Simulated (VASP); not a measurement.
Computed with PBE GGA, VASP's PBE PAW potentials (set 64) (plane waves; VASP).

A VASP calculation is set up with these files.

KPOINTS:
```
Automatic mesh
0
Gamma
13 13 8
0 0 0
```

**POSCAR**
```
Tc
1.0
  1.3974000000  -2.4203680000   0.0000000000
  1.3974000000   2.4203680000   0.0000000000
  0.0000000000   0.0000000000   4.4778000000
Tc
2
Direct
  0.3333330000   0.6666670000   0.2500000000
  0.6666670000   0.3333330000   0.7500000000
```

### INCAR
```
SYSTEM = Tc
PREC = Accurate; ENCUT = 400; LREAL = .False.
LASPH = .True.; NBANDS = 15
EDIFF = 1E-6; NELM = 100; ALGO = Normal
LMAXMIX = 4
ISMEAR = 1; SIGMA = 0.1
GGA = PE
ISIF = 2
LWAVE = .False.; LCHARG = .False.
```

POTCAR, in this order: Tc_pv (PBE.64 set). Program: vasp_std.

Question: What does the run give for the energy per atom (σ→0), pressure, band gap (on the k-mesh)?

Answer: 
```json
{
  "energy per atom (σ→0)": "-10.317 eV/atom",
  "band gap (on the k-mesh)": "none (metal, semimetal or under 0.01 eV)",
  "pressure": "-144.3 kbar"
}
```

OSZICAR:
```
...
DAV:   7    -0.206423639201E+02    0.13733E+00   -0.66371E-01  3863   0.746E+00    0.765E-01
DAV:   8    -0.206339187580E+02    0.84452E-02   -0.13210E-02  3585   0.122E+00    0.296E-01
DAV:   9    -0.206340463784E+02   -0.12762E-03   -0.41993E-03  4416   0.288E-01    0.382E-02
DAV:  10    -0.206340707079E+02   -0.24329E-04   -0.25736E-04  3723   0.262E-02    0.363E-02
DAV:  11    -0.206340590088E+02    0.11699E-04   -0.19225E-05  4225   0.374E-02    0.388E-02
DAV:  12    -0.206340490869E+02    0.99218E-05   -0.43300E-05  3864   0.600E-02    0.164E-02
DAV:  13    -0.206340490902E+02   -0.32232E-08   -0.18258E-06  2143   0.146E-02
   1 F= -.20634049E+02 E0= -.20634094E+02  d E =0.134420E-03
```

The compound is Tc in the hcp structure. The cell was not relaxed at this level. The run is one of a series of settings (NBANDS = 15 against the base run), some of them coarse on purpose. VASP warned that the highest band is occupied, so more bands are needed.
